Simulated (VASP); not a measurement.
The input files of a VASP run:

File POSCAR:
```
TaAl
2.6170420
  0.0000000000   1.0000001587   1.0000001587
  1.0000001587   0.0000000000   1.0000001587
  1.0000001587   1.0000001587   0.0000000000
Ta Al
1 1
Cartesian
  0.0000000000   0.0000000000   0.0000000000
  1.0000001587   1.0000001587   1.0000001587
```

File KPOINTS:
```
Automatic mesh
0
Gamma
13 13 13
0 0 0
```

### INCAR
```
# general
SYSTEM =TaAl
PREC   =Accurate
ENCUT  =400
LREAL  =.FALSE.
LASPH  =.TRUE.

# electronic loop
EDIFF  =1E-7
NELM   =100
ALGO   =Normal
LMAXMIX=6

# smearing
ISMEAR =-5

# functional
GGA    =PS

# ions
ISIF   =2

# output
LWAVE  =.FALSE.
LCHARG =.TRUE.
LORBIT =11
NEDOS  =601
```

POTCAR, in this order: Ta_pv Al (PBE.64 set). Program: vasp_std.

Write an equivalent input for Ansatz.

One equivalent input (not run):
Ansatz 0.2 input:
```yaml
crystal:
  lattice:
    - [0.0000000, 2.6170424, 2.6170424]
    - [2.6170424, 0.0000000, 2.6170424]
    - [2.6170424, 2.6170424, 0.0000000]
  atoms:
    - { symbol: Ta, position: [0.0000000, 0.0000000, 0.0000000] }
    - { symbol: Al, position: [0.5000000, 0.5000000, 0.5000000] }
kpoints:
  mp_grid: { grid: [13, 13, 13] }
hamiltonian:
  xc: pbesol
  pseudopotentials: { kind: paw }
scf:
  occupations: { method: tetrahedron }
  max_iter: 100
output: { forces: true, stress: true, eigenvalues: true }
```
The two are equivalent in intent, not identical: each code has its own PAW files, so the cut-off isn't converted (ENCUT is set for VASP's; basis.ecutwfc is left out, and Ansatz then takes the one that its files recommend); Ansatz stops its SCF on the density residual and VASP on the energy change (EDIFF).

The structure was generated: TaAl was put into the rock salt type (Fm-3m), which need not be its known phase. It was relaxed first, which changed the volume by -42 %.
